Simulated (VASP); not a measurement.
Data:

```
BN
1.0
    2.30010     0.00000     0.00000
    0.00000     2.30010     0.00000
    0.00000     0.00000     2.30010
B N
1 1
Cartesian
  0.00000   0.00000   0.00000
  1.15005   1.15005   1.15005
```

Calculation: PBEsol GGA, VASP's PBE PAW potentials (set 64) (plane waves; VASP 6.6.1). Settings: 520 eV cut-off, Gaussian smearing of 0.050 eV, potentials B N.

Give the energies of bands 2 to 7 at the high-symmetry points, in eV from the Fermi level.

| band | Γ | X | M | R |
|---|---|---|---|---|
| 2 | -2.13 | -12.95 | -9.70 | -5.05 |
| 3 | -2.13 | 0.58 | -9.70 | -5.05 |
| 4 | -2.13 | 0.58 | -3.56 | -5.05 |
| 5 | 1.96 | 4.50 | 1.69 | -1.50 |
| 6 | 11.36 | 7.07 | 8.70 | -1.50 |
| 7 | 11.36 | 7.07 | 8.70 | -1.50 |

It has no gap at this level: it comes out as a metal or semimetal.

The structure was generated: BN was put into the CsCl type type (Pm-3m), which need not be its known phase. It was relaxed first, which changed the volume by +49 %.
